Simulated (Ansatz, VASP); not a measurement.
# BaH2: VASP beside Ansatz

Aim: how closely do two programs agree when they are given the same cell, functional and k mesh? The cell is generated by rule, not measured, and may not be a known phase. The cell is taken from a series of VASP runs on this material, whose earlier steps may have relaxed, scaled or displaced it; both programs get it as it stands. Other levels of theory on this material are compared in a session of their own.

Method: plane waves, with VASP 6.6.1 beside it; single point at PBEsol, spin-orbit coupling, in Ansatz 0.2.0.

The structure was built from a prototype and need not be the compound's stable phase.

## (1) Set-up

Symmetry: P-3m1, No. 164, trigonal system. Conventional cell: a = 3.889 Å, b = 3.889 Å, c = 6.075 Å, α = 90.00°, β = 90.00°, γ = 120.00°. Ba has 6 H at 2.53 Å nearest. Nearest to H lie 3 Ba at 2.53 Å. Farther neighbours are not listed.

As a file:

```cif
data_structure
_symmetry_space_group_name_H-M 'P 1'
_symmetry_Int_Tables_number 1
_cell_length_a 3.8891
_cell_length_b 3.8891
_cell_length_c 6.0754
_cell_angle_alpha 90.000
_cell_angle_beta 90.000
_cell_angle_gamma 120.000
_cell_volume 79.58
loop_
_atom_site_label
_atom_site_type_symbol
_atom_site_fract_x
_atom_site_fract_y
_atom_site_fract_z
_atom_site_occupancy
Ba1 Ba 0.00000 0.00000 0.00000 1
H2 H 0.33333 0.66667 0.19337 1
H3 H 0.66667 0.33333 0.80663 1
```

## (2) Ansatz: single point, PBEsol, spin-orbit coupling

Ansatz runs on its fully relativistic PAW (standard-fr) files.

A single point gives forces, pressure and levels at one fixed geometry, so differences don't come from the geometry; what else differs is listed under the comparison.

File input.yaml:

```yaml
crystal:
  lattice:
    - [3.889087998, 0.0, 0.0]
    - [-1.944543999, 3.368049003, 0.0]
    - [0.0, 0.0, 6.07543]
  atoms:
    - { symbol: Ba, position: [0.0, 0.0, 0.0] }
    - { symbol: H, position: [0.333333333, 0.666666667, 0.1933749905] }
    - { symbol: H, position: [0.666666667, 0.333333333, 0.8066250095] }
hamiltonian:
  xc: pbesol
  pseudopotentials: { kind: paw_fr }
magnetization:
  noncollinear: true
  spin_orbit: true
kpoints:
  mp_grid: { grid: [8, 8, 6] }
scf:
  occupations: { method: gaussian, width: 0.02 }
  n_extra_bands: 8
output:
  forces: true
  stress: true
  eigenvalues: true
```

On the command line:

```bash
> ansatz run input.yaml --threads 2 --pin off --max-ram 4608MiB --backend cpu --events-out ev --progress --plain --runs-dir out
```

Numbers of over 12 decimals in the logs are rounded to 6 here.

The program printed:

```text
scf.n_extra_bands = 8 over 12 filled bands (N_el = 12.0): the run solves 20 bands
Engine: ansatz 0.2.0, aarch64-unknown-linux-gnu
Pseudopotentials: kind: paw_fr
Pseudopotential: Ba, paw_fr, valence charge 10, recommended cutoff 420 eV (normal), Ba.paw.azcp#standard-fr
Pseudopotential: H, paw_fr, valence charge 1, recommended cutoff 420 eV (normal), H.paw.azcp#standard-fr
Functional definition: PBEsol
  exchange = pbesol_x
  correlation = pbesol_c
non-collinear run that drives no moment, with spin-orbit: no starting moment large enough to seed its density (crystal.atoms[].spin), no starting occupations that ask for one, no magnetisation constraint and no magnetic field, so the semilocal B_xc is pinned to zero
Crystal: 3 atoms, lattice volume = 79.580 Å³
Basis set: ecut = 420 eV, 1545 PW (Γ), exchange–correlation on 54×54×90 points (8 copies of the dense FFT grid, shifted against one another)
Bands: 20, of which v1, the nominal top of the filled ones, is band 12 counted from 1 (11 counted from 0)
Symmetry: 12 space group operations + 12 with time reversal
Magnetic group: BNS 164.86 (UNI 1316), of the structure as read, at distance tolerance 4.3e-5 Å
k-points: 50 of 384
Projection manifold: j_resolved (fully-relativistic pseudo-atomic orbitals)
Non-local potential: Ba, projectors of the file, l = 0: 3, l = 1: 4, l = 2: 4, l = 3: 4
Non-local potential: H, projectors of the file, l = 0: 2, l = 1: 2
PAW form: soft (Blöchl's): semilocal exchange-correlation on the pseudo side does not see the compensation charge
PAW frozen core: Ba, regenerated for the run's functional, and the local potential with it (the file was generated under x = pbe(κ = 0.804, μ = 0.219515), c = pbe(β = 0.066725))
PAW one-centre angular grid: Ba, 194 points (default); XC on 64 Gauss nodes
PAW one-centre angular grid: H, 110 points (default); XC on 64 Gauss nodes
Initial density: superposition of atomic densities (chi_scale 0.1, normalization cell, long waves kept (reshape's long-wave potential 0.01 eV rms))
Initial wavefunctions: pseudopotential atomic-orbital guess
Functional: x = pbesol(κ = 0.804, μ = 0.123457), c = pbesol(β = 0.046)
SCF iter   1: F=—  HF=-5900.091642 eV  |F-HF|=—  |Δ(HF+E_count)|=         —  Δρ=4.78e-2  dr2=2.88e0  dr2_m=0.00e0 (ungated)  ethr=3.10e-3  |M|=0.00e0 ∫|m|=0.00e0 μB  |m|>n=0.0e0 m-floor=0.0e0 τ_xc=0.0e0  β_m=0.30  ⟨swp⟩=10.5  Hψ=3764  notcnv=0  defer=2
preconditioner: auto → none  [insulator: Δε(μ)=2.431 eV  Ē_g=12.335 eV  σ=0.020 eV  W_gap=1.00  n_scr=8 (ndim 8)  ℏωp=13.2 eV  f_vac=0.000  D(μ)=0.00/eV (n_scr^D=0)  ε∞_Penn≈2.1]
SCF iter   2: F=—  HF=-5899.315099 eV  |F-HF|=—  |Δ(HF+E_count)|=   7.77e-1  Δρ=2.57e-2  dr2=9.10e-1  dr2_m=0.00e0 (ungated)  ethr=3.10e-3  |M|=0.00e0 ∫|m|=0.00e0 μB  |m|>n=0.0e0 m-floor=0.0e0 τ_xc=0.0e0  β_m=0.49  ⟨swp⟩=2.0  Hψ=928  notcnv=0  defer=144
SCF iter   3: F=—  HF=-5899.054795 eV  |F-HF|=—  |Δ(HF+E_count)|=   2.60e-1  Δρ=4.12e-3  dr2=1.26e-2  dr2_m=0.00e0 (ungated)  ethr=3.10e-3  |M|=0.00e0 ∫|m|=0.00e0 μB  |m|>n=0.0e0 m-floor=0.0e0 τ_xc=0.0e0  β_m=0.75  ⟨swp⟩=2.7  Hψ=755  notcnv=0  defer=144
SCF iter   4: F=—  HF=-5899.063522 eV  |F-HF|=—  |Δ(HF+E_count)|=   8.73e-3  Δρ=1.51e-3  dr2=6.21e-3  dr2_m=0.00e0 (ungated)  ethr=1.05e-4  |M|=0.00e0 ∫|m|=0.00e0 μB  |m|>n=0.0e0 m-floor=0.0e0 τ_xc=0.0e0  β_m=0.60  ⟨swp⟩=3.3  Hψ=969  notcnv=0  defer=144
SCF iter   5: F=—  HF=-5899.061935 eV  |F-HF|=—  |Δ(HF+E_count)|=   1.59e-3  Δρ=5.37e-4  dr2=5.83e-4  dr2_m=0.00e0 (ungated)  ethr=5.18e-5  |M|=0.00e0 ∫|m|=0.00e0 μB  |m|>n=0.0e0 m-floor=0.0e0 τ_xc=0.0e0  β_m=0.80  ⟨swp⟩=2.0  Hψ=653  notcnv=0  defer=144
SCF iter   6: F=—  HF=-5899.061857 eV  |F-HF|=—  |Δ(HF+E_count)|=   7.86e-5  Δρ=6.56e-5  dr2=4.52e-6  dr2_m=0.00e0 (ungated)  ethr=4.86e-6  |M|=0.00e0 ∫|m|=0.00e0 μB  |m|>n=0.0e0 m-floor=0.0e0 τ_xc=0.0e0  β_m=0.75  ⟨swp⟩=2.3  Hψ=760  notcnv=0  defer=144
SCF iter   7: F=—  HF=-5899.061862 eV  |F-HF|=—  |Δ(HF+E_count)|=   5.22e-6  Δρ=1.30e-5  dr2=1.06e-7  dr2_m=0.00e0 (ungated)  ethr=3.77e-8  |M|=0.00e0 ∫|m|=0.00e0 μB  |m|>n=0.0e0 m-floor=0.0e0 τ_xc=0.0e0  β_m=0.88  ⟨swp⟩=2.1  Hψ=786  notcnv=0  defer=144
SCF iter   8: F=-5899.061862 eV  HF=-5899.061862 eV  |F-HF|=3.45e-9  |Δ(HF+E_count)|=   4.27e-7  Δρ=2.88e-6  dr2=6.56e-9  dr2_m=0.00e0 (ungated)  ethr=8.33e-10  |M|=0.00e0 ∫|m|=0.00e0 μB  |m|>n=0.0e0 m-floor=0.0e0 τ_xc=0.0e0  ⟨swp⟩=12.6  Hψ=3234  notcnv=0
SCF 1 converged in 8 iterations: F = -5899.061862 eV  dr2 = 6.56e-9
  greatest PAW one-centre occupation: 0.957 electrons in one spin orbital (limit 2), on the Ba atom at site 0 (counted from 0), in its partial waves of l = 0
SCF converged after 8 iterations
Magnetization: |M| = 0.0000 μB,  M = (+0.0000, +0.0000, +0.0000) μB
Absolute magnetization: 0.0000 μB (∫|m|)
  site 0: m = (+0.0000, +0.0000, +0.0000) μB, |m| = 0.0000 μB  (R = 1.05 Å)
  site 1: m = (+0.0000, +0.0000, +0.0000) μB, |m| = 0.0000 μB  (R = 1.05 Å)
  site 2: m = (+0.0000, +0.0000, +0.0000) μB, |m| = 0.0000 μB  (R = 1.05 Å)
Free energy (F): -5899.061862 eV
Harris-Foulkes:  -5899.061862 eV  (|F-HF|=3.45e-9)
Internal energy: -5899.061862 eV  (E = F + TS)
E sigma→0 (E₀):  -5899.061862 eV
Fermi energy:    3.154571 eV
--- Per-component energies (eV) ---
  E_band       = -102.554761
  E_kinetic    = 197.427210
  E_local      = -582.493566  (includes V_loc(G=0)·N_el)
  E_nonlocal   = 61.239658
  E_hartree    = 209.493295
  E_xc         = -185.110843
  E_vxc        = -159.225653  (∫ρ·V_xc dr)
  E_paw        = -5145.970237  (= ΣΔE_a)
  E_vpaw       = -38.485885  (= ΣTr[D̂ρ^β])
  E_aug_tail   = -0.002333  (compensation charges beyond the density's cutoff)
  E_ewald      = -453.797287
  E_core_change = 0.152242  (= ΣΔE_core)
  E_smearing   = -0.000000  (= −TS)
  E_closure    = 0.000000  (closes the sum)
  Σ components = -5899.061862   (vs F -5899.061862, Δ=0.00e0)
--- Forces (eV/Å), atoms counted from 1 ---
  atom   1  Ba     0.00000000    -0.00000000     0.00000000
  atom   2  H     -0.00000000     0.00000000    -0.06304327
  atom   3  H      0.00000000    -0.00000000     0.06304327
  max |Σ_I F_I| component: 1.81e-20 eV/Å
--- Stress (GPa, compression-positive) ---
        5.561516      -0.000000       0.000000
        0.000000       5.561516       0.000000
        0.000000       0.000000      -0.571920
  P = ⅓ Tr σ = 3.5170 GPa (35.170 kbar)
--- Band table (eV; the first three rows and the last of 50) ---
  k-point 0: bands = [... 8 lower, -0.5433, -0.5433, 2.1234, 2.1234, 4.3313, 4.3313, 6.1468, 6.1468, ... 4 higher]
  k-point 1: bands = [... 8 lower, -0.4934, -0.4934, 2.0002, 2.0002, 4.5711, 4.5711, 6.1501, 6.1501, ... 4 higher]
  k-point 2: bands = [... 8 lower, -0.3848, -0.3848, 1.7736, 1.7736, 5.1662, 5.1662, 6.1567, 6.1567, ... 4 higher]
  k-point 49: bands = [... 8 lower, 0.8136, 0.8136, 1.5753, 1.5753, 4.9659, 4.9659, 5.9837, 5.9837, ... 4 higher]
```

The job ended after 12 s (2 threads of Arm Neoverse N1, shared host; peak memory 0.49 GiB).

In the SCF lines HF is the Harris–Foulkes energy and dr2 the Hartree energy of the density residual, in eV; the loop may stop once dr2 is under the threshold and the program's other checks hold. Hψ counts applications of the Hamiltonian.

The run ends at a pressure of 3.52 GPa, with forces up to 0.063 eV/Å.

## (3) VASP: single point, PBEsol, spin-orbit coupling

The same cell, functional, mesh and smearing now go to VASP, with its own data sets and cutoff.

Lines of VASP's logs that name or quote its potential files are left out, and so is its time.

File INCAR:

```
SYSTEM = BaH2
PREC = Accurate
ENCUT = 400
EDIFF = 1E-08
NELM = 100
ISMEAR = 0
SIGMA = 0.02
LREAL = .FALSE.
ALGO = Normal
GGA = PS
LNONCOLLINEAR = .TRUE.
MAGMOM = 0 0 0 0 0 0 0 0 0
NBANDS = 24
GGA_COMPAT = .FALSE.
LASPH = .TRUE.
LSORBIT = .TRUE.
LORBIT = 11
LWAVE = .FALSE.
LCHARG = .FALSE.
KPAR = 4
```

File POSCAR:

```
BaH2
1.0
    3.8890879980      0.0000000000      0.0000000000
   -1.9445439990      3.3680490030      0.0000000000
    0.0000000000      0.0000000000      6.0754300000
Ba H
1 2
Direct
    0.0000000000      0.0000000000      0.0000000000
    0.3333333330      0.6666666670      0.1933749905
    0.6666666670      0.3333333330      0.8066250095
```

File KPOINTS:

```
Automatic mesh
0
Gamma
8 8 6
0 0 0
```

File KPOINTS_OPT:

```
points round the band edges
26
Reciprocal
  0.5000000000  -0.0000000000   0.5000000000 1
  0.5000000000   0.0000000000   0.5000000000 1
  0.4950482594   0.0024758703   0.5000000000 1
  0.5049517406  -0.0024758703   0.5000000000 1
  0.5000000000  -0.0042883332   0.5000000000 1
  0.5000000000   0.0042883332   0.5000000000 1
  0.5000000000   0.0000000000   0.4922645223 1
  0.5000000000   0.0000000000   0.5077354777 1
  0.4814309726   0.0092845137   0.5000000000 1
  0.5185690274  -0.0092845137   0.5000000000 1
  0.5000000000  -0.0160812494   0.5000000000 1
  0.5000000000   0.0160812494   0.5000000000 1
  0.5000000000   0.0000000000   0.4709919585 1
  0.5000000000   0.0000000000   0.5290080415 1
  0.4950482594   0.0024758703   0.5000000000 1
  0.5049517406  -0.0024758703   0.5000000000 1
  0.5000000000  -0.0042883332   0.5000000000 1
  0.5000000000   0.0042883332   0.5000000000 1
  0.5000000000   0.0000000000   0.4922645223 1
  0.5000000000   0.0000000000   0.5077354777 1
  0.4814309726   0.0092845137   0.5000000000 1
  0.5185690274  -0.0092845137   0.5000000000 1
  0.5000000000  -0.0160812494   0.5000000000 1
  0.5000000000   0.0160812494   0.5000000000 1
  0.5000000000   0.0000000000   0.4709919585 1
  0.5000000000   0.0000000000   0.5290080415 1
```

Potentials, in the order of the species: Ba_sv and H (PBE family, release 64).

On the command line:

```bash
> mpirun -np 4 vasp_ncl
```

The program printed:

```text
[banner, memory and clock lines left out]
running    4 mpi-ranks, on    1 nodes
 distrk:  each k-point on    1 cores,    4 groups
 distr:  one band on    1 cores,    1 groups

 POSCAR found type information on POSCAR BaH
 POSCAR found :  2 types and       3 ions
|                                                                             |
|               ----> ADVICE to this user running VASP <----                  |
|                                                                             |
|     You enforced a specific xc type in the INCAR file but a different       |
|     [... a line on the potential file left out ...]
|     I HOPE YOU KNOW WHAT YOU ARE DOING!                                     |
|                                                                             |

 LDA part: xc-table for (Slater+PW92), standard interpolation
 POSCAR, INCAR and KPOINTS ok, starting setup
 FFT: planning ... GRIDC
 FFT: planning ... GRID_SOFT
 FFT: planning ... GRID
 WAVECAR not read
 entering main loop
       N       E                     dE             d eps       ncg     rms          rms(c)
DAV:   1     0.631059612622E+02    0.63106E+02   -0.41237E+03  2400   0.664E+02
DAV:   2    -0.534486270788E+01   -0.68451E+02   -0.65968E+02  3392   0.155E+02
DAV:   3    -0.104352126390E+02   -0.50903E+01   -0.50688E+01  3432   0.443E+01
DAV:   4    -0.106329471490E+02   -0.19773E+00   -0.19763E+00  3584   0.653E+00
DAV:   5    -0.106348574452E+02   -0.19103E-02   -0.19102E-02  3168   0.673E-01    0.621E+00
DAV:   6    -0.962118882261E+01    0.10137E+01   -0.74797E-01  2880   0.403E+00    0.337E+00
DAV:   7    -0.928698352230E+01    0.33421E+00   -0.11251E+00  2928   0.450E+00    0.761E-01
DAV:   8    -0.930308570207E+01   -0.16102E-01   -0.84316E-02  2872   0.142E+00    0.336E-01
DAV:   9    -0.930785503465E+01   -0.47693E-02   -0.76621E-03  2912   0.407E-01    0.176E-01
DAV:  10    -0.931251160406E+01   -0.46566E-02   -0.66116E-03  2512   0.350E-01    0.102E-01
DAV:  11    -0.931317588722E+01   -0.66428E-03   -0.10483E-03  2872   0.143E-01    0.213E-02
DAV:  12    -0.931338981949E+01   -0.21393E-03   -0.19389E-04  2664   0.630E-02    0.195E-02
DAV:  13    -0.931342612502E+01   -0.36306E-04   -0.10767E-04  2784   0.481E-02    0.588E-03
DAV:  14    -0.931342677362E+01   -0.64860E-06   -0.19174E-06  3016   0.744E-03    0.397E-03
DAV:  15    -0.931342710301E+01   -0.32939E-06   -0.71737E-07  3064   0.471E-03    0.920E-04
DAV:  16    -0.931342732876E+01   -0.22575E-06   -0.27205E-07  2672   0.277E-03    0.449E-04
DAV:  17    -0.931342731990E+01    0.88589E-08   -0.15046E-08  2656   0.724E-04
   1 F= -.93134273E+01 E0= -.93134273E+01  d E =-.384922E-34  mag=     0.0000     0.0000     0.0000
 Start KPOINTS_OPT (optional k-point list driver)
k-point batch [1-26\26]
       N       E                     dE             ncg
DAV:   1    -0.182392363635E+04   -0.10666E+05     1248
DAV:   2    -0.346087079520E+04   -0.16369E+04     1640
DAV:   3    -0.358984287229E+04   -0.12897E+03     1752
DAV:   4    -0.359479107095E+04   -0.49482E+01     2088
DAV:   5    -0.359483086629E+04   -0.39795E-01     1648
DAV:   6    -0.359483181896E+04   -0.95268E-03     2096
DAV:   7    -0.359483182196E+04   -0.30009E-05     1656
DAV:   8    -0.359483182201E+04   -0.50944E-07     1936
DAV:   9    -0.359483182202E+04   -0.79262E-09     1424
```

(Part 1 of 2 ends here.)

[Lines on the potential files, build, host, timing and source positions are cut from VASP's logs without a mark.]

[Logs are printed without paths, hosts, clocks, repeated set-up lines and the standing remarks that a program may print on its own settings, such as how far it seeks lower states.]

[Hosts, paths, dates, database ids (printed as entryN), source tags and the programs' standing remarks are cut or masked in the printed files.]
